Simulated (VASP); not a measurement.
# GeW (Fm-3m) in VASP: density of states with PBE

Aim: the density of states of GeW with PBE.

All numbers are computed with VASP 6.6.1; they aren't measurements. Logs are shortened: lines on timing, memory, paths and dates and some standing lists are left out, and cuts for length are marked.

## 1. The crystal as given

It takes space group Fm-3m (No. 225, cubic). Conventional cell: a = 5.155 Å, b = 5.155 Å, c = 5.155 Å, α = 90.00°, β = 90.00°, γ = 90.00°. Around Ge (site symmetry m-3m) lie 6 W at 2.58 Å. W (site symmetry m-3m) has 6 Ge at 2.58 Å as nearest neighbours.

The cell was built by a generator and needn't be a form met in nature.

## 2. Density of states, PBE

Contents of POSCAR:

```
GeW
1.0
    0.0000000000      2.5776111914      2.5776111914
    2.5776111914      0.0000000000      2.5776111914
    2.5776111914      2.5776111914      0.0000000000
Ge W
1 1
Direct
    0.5000000000      0.5000000000      0.5000000000
    0.0000000000      0.0000000000      0.0000000000
```

Contents of INCAR.step1:

```
SYSTEM = GeW
PREC     = Accurate       ! precision mode
ENCUT    = 520            ! plane-wave cutoff, eV
EDIFF    = 1E-7           ! SCF threshold, eV
ISMEAR   = 0              ! smearing method
SIGMA    = 0.1            ! smearing width, eV
LREAL    = .FALSE.        ! projectors in reciprocal space
LASPH    = .TRUE.         ! aspherical terms in the spheres
NELM     = 60             ! most SCF steps
ALGO     = Fast           ! electronic algorithm
ISIF     = 2              ! what is computed and relaxed
LWAVE    = .FALSE.        ! write WAVECAR
LCHARG   = .TRUE.         ! write CHGCAR
LMAXMIX  = 4              ! l up to which the mixer works
GGA      = PE             ! functional
NBANDS   = 21             ! bands
```

Contents of KPOINTS.step1:

```
regular mesh
0
G
  18 18 18
  0 0 0
```

Contents of INCAR.step2:

```
SYSTEM = GeW
PREC     = Accurate       ! precision mode
ENCUT    = 520            ! plane-wave cutoff, eV
EDIFF    = 1E-7           ! SCF threshold, eV
ISMEAR   = -5             ! smearing method
SIGMA    = 0.1            ! smearing width, eV
LREAL    = .FALSE.        ! projectors in reciprocal space
LASPH    = .TRUE.         ! aspherical terms in the spheres
NELM     = 60             ! most SCF steps
ALGO     = Fast           ! electronic algorithm
ISIF     = 2              ! what is computed and relaxed
LWAVE    = .FALSE.        ! write WAVECAR
LCHARG   = .FALSE.        ! write CHGCAR
LMAXMIX  = 4              ! l up to which the mixer works
GGA      = PE             ! functional
LORBIT   = 11             ! projections on sites
NEDOS    = 1001           ! points of the DOS
ICHARG   = 11             ! starting density
```

Contents of KPOINTS.step2:

```
regular mesh
0
G
  27 27 27
  0 0 0
```

Potentials or basis: VASP PAW PBE potentials, release 64 (Ge_d, W_sv).

On the command line:

```console
$ cat potpaw_PBE.64/Ge_d/POTCAR potpaw_PBE.64/W_sv/POTCAR > POTCAR
$ cp INCAR.step1 INCAR
$ cp KPOINTS.step1 KPOINTS
$ mpirun -np 1 vasp_std > vasp.out
$ cp INCAR.step2 INCAR
$ cp KPOINTS.step2 KPOINTS
$ mpirun -np 1 vasp_std > vasp.out
```

OUTCAR:

```text
SYSTEM = GeW
   PREC = Accurate
   ENCUT = 520
   EDIFF = 1E-7
   ISMEAR = -5
   LREAL = .FALSE.
   LASPH = .TRUE.
   NELM = 60
   ISIF = 2
   GGA = PE
   LORBIT = 11
   ICHARG = 11

 ion  position               nearest neighbor table
   1  0.500  0.500  0.500-   2 2.58   2 2.58   2 2.58   2 2.58   2 2.58   2 2.58
   2  0.000  0.000  0.000-   1 2.58   1 2.58   1 2.58   1 2.58   1 2.58   1 2.58

  LATTYP: Found a face centered cubic cell.
 ALAT       =     5.1552223828

  Lattice vectors:

 A1 = (   0.0000000000,   2.5776111914,   2.5776111914)
 A2 = (   2.5776111914,   0.0000000000,   2.5776111914)
 A3 = (   2.5776111914,   2.5776111914,   0.0000000000)

Analysis of symmetry for initial positions (statically):
=====================================================================
 Subroutine PRICEL returns:
 Original cell was already a primitive cell.

 Routine SETGRP: Setting up the symmetry group for a
 face centered cubic supercell.

 Subroutine GETGRP returns: Found 48 space group operations
 (whereof 48 operations were pure point group operations)
 out of a pool of 48 trial point group operations.

The static configuration has the point symmetry O_h .

Analysis of symmetry for dynamics (positions and initial velocities):
=====================================================================
 Subroutine PRICEL returns:
 Original cell was already a primitive cell.

 Routine SETGRP: Setting up the symmetry group for a
 face centered cubic supercell.

 Subroutine GETGRP returns: Found 48 space group operations
 (whereof 48 operations were pure point group operations)
 out of a pool of 48 trial point group operations.

The dynamic configuration has the point symmetry O_h .

 Subroutine INISYM returns: Found 48 space group operations
 (whereof 48 operations are pure point group operations),
 and found     1 'primitive' translations

----------------------------------------------------------------------------------------

                                     Primitive cell

  volume of cell :      34.2517

  direct lattice vectors                    reciprocal lattice vectors
     0.000000000  2.577611191  2.577611191    -0.193978053  0.193978053  0.193978053
     2.577611191  0.000000000  2.577611191     0.193978053 -0.193978053  0.193978053
     2.577611191  2.577611191  0.000000000     0.193978053  0.193978053 -0.193978053

  length of vectors
     3.645292705  3.645292705  3.645292705     0.335979843  0.335979843  0.335979843

  position of ions in fractional coordinates (direct lattice)
     0.500000000  0.500000000  0.500000000
     0.000000000  0.000000000  0.000000000

  ion indices of the primitive-cell ions
   primitive index   ion index
                 1           1
                 2           2

----------------------------------------------------------------------------------------

 KPOINTS: regular mesh

Automatic generation of k-mesh.
 Grid dimensions read from file:
 generate k-points for:   27   27   27

 Generating k-lattice:

  Cartesian coordinates                     Fractional coordinates (reciprocal lattice)
    -0.007184372  0.007184372  0.007184372     0.037037037  0.000000000  0.000000000
     0.007184372 -0.007184372  0.007184372     0.000000000  0.037037037  0.000000000
     0.007184372  0.007184372 -0.007184372     0.000000000  0.000000000  0.037037037

  Length of vectors
     0.012443698  0.012443698  0.012443698

  Shift w.r.t. Gamma in fractional coordinates (k-lattice)
     0.000000000  0.000000000  0.000000000

 TETIRR: Found   2653 inequivalent tetrahedra from   118098

 Subroutine IBZKPT returns following result:
 ===========================================

 Found    560 irreducible k-points:

 Following reciprocal coordinates:
            Coordinates               Weight
  0.000000  0.000000  0.000000      1.000000
  0.037037  0.000000  0.000000      8.000000
  0.074074  0.000000  0.000000      8.000000
  0.111111  0.000000  0.000000      8.000000
  0.148148  0.000000  0.000000      8.000000
  0.185185  0.000000  0.000000      8.000000
[... 16 lines left out ...]
  0.333333  0.037037  0.000000     24.000000
  0.370370  0.037037  0.000000     24.000000
 [... further k-points ...]
   k-points           NKPTS =    560   k-points in BZ     NKDIM =    560   number of bands    NBANDS=     18
   number of dos      NEDOS =   1001   number of ions     NIONS =      2
   total plane-waves  NPLWV =  21952
   dimension x,y,z NGX =    28 NGY =   28 NGZ =   28
   dimension x,y,z NGXF=    56 NGYF=   56 NGZF=   56
   ions per type =               1   1
   NGX,Y,Z   is equivalent  to a cutoff of  12.77, 12.77, 12.77 a.u.
   NGXF,Y,Z  is equivalent  to a cutoff of  25.54, 25.54, 25.54 a.u.
 SYSTEM =  GeW
   PREC   = accura    normal or accurate (medium, high low for compatibility)
   ISTART =      0    job   : 0-new  1-cont  2-samecut
   ICHARG =     11    charge: 1-file 2-atom 10-const
   ISPIN  =      1    spin polarized calculation?
   LNONCOLLINEAR =      F non collinear calculations
   LSORBIT =      F    spin-orbit coupling
   LASPH  =      T    aspherical Exc in radial PAW
   ENCUT  =  520.0 eV  38.22 Ry    6.18 a.u.   6.78  6.78  6.78*2*pi/ulx,y,z
   NELM   =     60;   NELMIN=  2; NELMDL=  0     # of ELM steps
   EDIFF  = 0.1E-06   stopping-criterion for ELM
   LREAL  =      F    real-space projection
   EDIFFG = 0.1E-05   stopping-criterion for IOM
   NSW    =      0    number of steps for IOM
   IBRION =     -1    ionic relax: 0-MD 1-quasi-New 2-CG
   NFREE  =      0    steps in history (QN), initial steepest desc. (CG)
   ISIF   =      2    stress and relaxation
   ISYM   =      2    0-nonsym 1-usesym 2-fastsym
   POTIM  = 0.5000    time-step for ionic-motion
   TEBEG  =    0.0;   TEEND  =   0.0 temperature during run
   PSTRESS=    0.0 pullay stress
   NELECT =      28.0000    total number of electrons
   NUPDOWN=      -1.0000    fix difference up-down
   EMIN   =  10.00;   EMAX   =-10.00  energy-range for DOS
   EFERMI =   0.00;   METHOD = LEGACY
   ISMEAR =    -5;   SIGMA  =   0.10  broadening in eV -4-tet -1-fermi 0-gaus
   EFERMI_NEDOS =   21; number of points for ismear=-14 and -15
   IALGO  =     68    algorithm
   IMIX   =      4    mixing-type and parameters
     AMIX     =   0.40;   BMIX     =  1.00
     AMIX_MAG =   1.60;   BMIX_MAG =  1.00
  volume/ion in A,a.u.               =      17.13       115.57
  Fermi-wavevector in a.u.,A,eV,Ry     =   1.530735  2.892670 31.880499  2.343151
  Thomas-Fermi vector in A             =   2.638177
   LORBIT       =     11    0 simple, 1 ext, 2 COOP (PROOUT), +10 PAW based schemes
   GGA     = PE    functional components
   LHFCALC =     F    Hartree Fock is set to
   AEXX    =    0.0000 exact exchange contribution
   IVDW    =     0    specifies the selected vdW correction
   LEPSILON=     F    determine dielectric tensor
   LRPA    =     F    only Hartree local field effects (RPA)
 non-spin polarized calculation
 RMM-DIIS sequential band-by-band and
 Fermi weights with tetrahedron method with Bloechl corrections
  energy-cutoff  :      520.00
  volume of cell :       34.25
 maximum number of plane-waves:       944

 number of electron      27.9999991 magnetization

 Free energy of the ion-electron system (eV)
  ---------------------------------------------------
  ext. energy  EPLUGINS =         0.00000000
  ---------------------------------------------------
  free energy    TOTEN  =       -15.71543929 eV

  energy without entropy =      -15.71543929  energy(sigma->0) =      -15.71543929

 E-fermi :   9.1322     XC(G=0): -12.4185

 val. band max:        9.1737216665   @ k =  -0.4074   0.4444   0.1481
 cond. band min:       9.0726611265   @ k =   0.4074   0.4074   0.0000
 fundamental gap:     -0.1010605399
 Fermi energy:         9.1322455665

 k-point     1 :       0.0000    0.0000    0.0000
  band No.  band energies     occupation
      1     -65.4326      2.00000
      2     -29.6202      2.00000
      3     -29.6202      2.00000
      4     -29.6202      2.00000
      5     -15.4038      2.00000
      6     -15.4038      2.00000
[... 10 lines left out ...]
     17      11.4815      0.00000
     18      11.4815      0.00000

 k-point     2 :       0.0370    0.0000    0.0000
  band No.  band energies     occupation
      1     -65.4325      2.00000
      2     -29.6216      2.00000
      3     -29.6205      2.00000
      4     -29.6205      2.00000
      5     -15.4033      2.00000
      6     -15.4033      2.00000
[... 10 lines left out ...]
     17      11.5939      0.00000
     18      11.5939      0.00000

 k-point     3 :       0.0741    0.0000    0.0000
  band No.  band energies     occupation
      1     -65.4323      2.00000
      2     -29.6257      2.00000
      3     -29.6212      2.00000
      4     -29.6212      2.00000
      5     -15.4018      2.00000
      6     -15.4018      2.00000
[... 10 lines left out ...]
     17      11.9017      0.00000
     18      11.9017      0.00000

 k-point     4 :       0.1111    0.0000    0.0000
  band No.  band energies     occupation
      1     -65.4321      2.00000
      2     -29.6322      2.00000
      3     -29.6224      2.00000
      4     -29.6224      2.00000
      5     -15.3994      2.00000
      6     -15.3994      2.00000
[... 375 lines left out ...]
      4     -29.6314      2.00000
      5     -15.3834      2.00000
      6     -15.3792      2.00000
[... 10 lines left out ...]
     17      14.6323      0.00000
     18      15.4450      0.00000

 k-point    23 :       0.3333    0.0370    0.0000
  band No.  band energies     occupation
      1     -65.4302      2.00000
      2     -29.6932      2.00000
      3     -29.6344      2.00000
      4     -29.6336      2.00000
      5     -15.3792      2.00000
      6     -15.3754      2.00000
[... 10 lines left out ...]
     17      15.1399      0.00000
     18      15.4232      0.00000

 k-point    24 :       0.3704    0.0370    0.0000
  band No.  band energies     occupation
      1     -65.4298      2.00000
      2     -29.7031      2.00000
      3     -29.6361      2.00000
      4     -29.6355      2.00000
      5     -15.3754      2.00000
      6     -15.3722      2.00000
[... 10 lines left out ...]
     17      14.8625      0.00000
     18      15.5617      0.00000

 [... further k-points ...]

------------------------ aborting loop because EDIFF is reached ----------------------------------------

  FORCE on cell =-STRESS in cart. coord.  units (eV):
  Direction    XX          YY          ZZ          XY          YZ          ZX
  --------------------------------------------------------------------------------------
  -------------------------------------------------------------------------------------
  Total        0.0432207      0.0432207      0.0432207      0.0000000      0.0000000      0.0000000
  in kB        2.0217172      2.0217172      2.0217172      0.0000000      0.0000000      0.0000000
  external PRESSURE =       2.0217172 kB  Pullay stress =       0.0000000 kB

 VOLUME and BASIS-vectors are now :
 -----------------------------------------------------------------------------
  energy-cutoff  :      520.00
  volume of cell :       34.25
      direct lattice vectors                 reciprocal lattice vectors
     0.000000000  2.577611191  2.577611191    -0.193978053  0.193978053  0.193978053
     2.577611191  0.000000000  2.577611191     0.193978053 -0.193978053  0.193978053
     2.577611191  2.577611191  0.000000000     0.193978053  0.193978053 -0.193978053

 POSITION                                       TOTAL-FORCE (eV/Angst)
 -----------------------------------------------------------------------------------
      2.57761      2.57761      2.57761        -0.000000      0.000000      0.000000
      0.00000      0.00000      0.00000         0.000000     -0.000000     -0.000000
 -----------------------------------------------------------------------------------
    total drift:                                0.000000      0.000000      0.000000

  FREE ENERGIE OF THE ION-ELECTRON SYSTEM (eV)
  ---------------------------------------------------
  free  energy   TOTEN  =       -15.7154392898 eV

  energy  without entropy=      -15.7154392898  energy(sigma->0) =      -15.71543929

 total charge

# of ion       s       p       d       tot
------------------------------------------
    1        1.120   1.418  10.091  12.628
    2        2.301   6.191   3.429  11.922
--------------------------------------------------
tot          3.421   7.609  13.520  24.550
```

Wall time 6 min (1 thread of Intel Xeon Platinum 8488C (Sapphire Rapids), shared host); peak memory 0.44 GiB.

What came out:

```yaml
Valence_electrons_inside_the_program's_atomic_spheres: Ge 12.63; W 11.92
```

States per cell in windows of 1 eV (zero at the Fermi level; states under -8 eV left out):
```tsv
from (eV)	total	W2_d	Ge1_p	W2_p	W2_s	Ge1_d	Ge1_s
-8.0	0.00	0.00	0.00	0.00	0.00	0.00	0.00
-7.0	0.25	0.03	0.05	0.00	0.03	0.00	0.01
-6.0	0.81	0.15	0.18	0.02	0.08	0.00	0.03
-5.0	1.28	0.28	0.29	0.08	0.04	0.01	0.03
-4.0	2.79	1.19	0.58	0.06	0.01	0.04	0.01
-3.0	0.91	0.43	0.17	0.02	0.01	0.02	0.00
-2.0	0.64	0.35	0.07	0.01	0.00	0.02	0.00
-1.0	1.62	0.99	0.11	0.03	0.04	0.05	0.01
0.0	2.31	1.73	0.06	0.01	0.07	0.04	0.01
1.0	2.04	1.19	0.14	0.04	0.19	0.06	0.06
2.0	0.88	0.38	0.17	0.06	0.04	0.03	0.02
3.0	0.99	0.40	0.20	0.08	0.03	0.05	0.03
4.0	0.85	0.29	0.12	0.08	0.02	0.06	0.05
5.0	0.78	0.21	0.09	0.07	0.01	0.06	0.06
6.0	0.38	0.07	0.05	0.04	0.00	0.03	0.02
7.0	0.02	0.00	0.00	0.00	0.00	0.00	0.00
```

Caveat: tetrahedron occupations give inexact forces and stress in metals. The run has no spin-orbit coupling, so splittings on W are missing.
